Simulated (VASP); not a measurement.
```
CELL_PARAMETERS angstrom
      4.61995     0.00000     0.00000
      0.00000     4.61995     0.00000
      0.00000     0.00000     4.61995
ATOMIC_POSITIONS crystal
  Lu 0.00000 0.50000 0.50000
  Lu 0.50000 0.00000 0.50000
  Lu 0.50000 0.50000 0.00000
  Hg 0.00000 0.00000 0.00000
```

Level of theory: PBEsol GGA, VASP's PBE PAW potentials (set 64) (plane waves; VASP). Numerical set-up: 400 eV cut-off, Gaussian smearing of 0.050 eV, potentials Lu_3 Hg.

Problem. Give the energies of bands 13 to 22 at the high-symmetry points, in eV from the Fermi level.

Solution. 
```
band      Γ      X      M      R
----  -----  -----  -----  -----
13    -7.12  -7.01  -7.02  -6.90
14    -7.12  -7.01  -6.86  -6.90
15    -7.12  -5.76  -5.07  -5.43
16    -3.42  -4.66  -3.02  -1.82
17    -0.44  -1.58  -3.02  -1.82
18    -0.44  -0.54  -1.70  -1.82
19    -0.20  -0.54  -0.72  -0.38
20    -0.20  -0.04   0.25  -0.38
21    -0.20   1.18   0.42  -0.38
22     1.40   1.47   0.42   0.70
```

It has no gap at this level: it comes out as a metal or semimetal.

The structure comes from a computed database's Lu3Hg entry (Pm-3m); how it stands against other phases isn't given here. It was relaxed first, which changed the volume by -6 %. The electron count is odd and the run is not spin-polarised, which forces a metal.
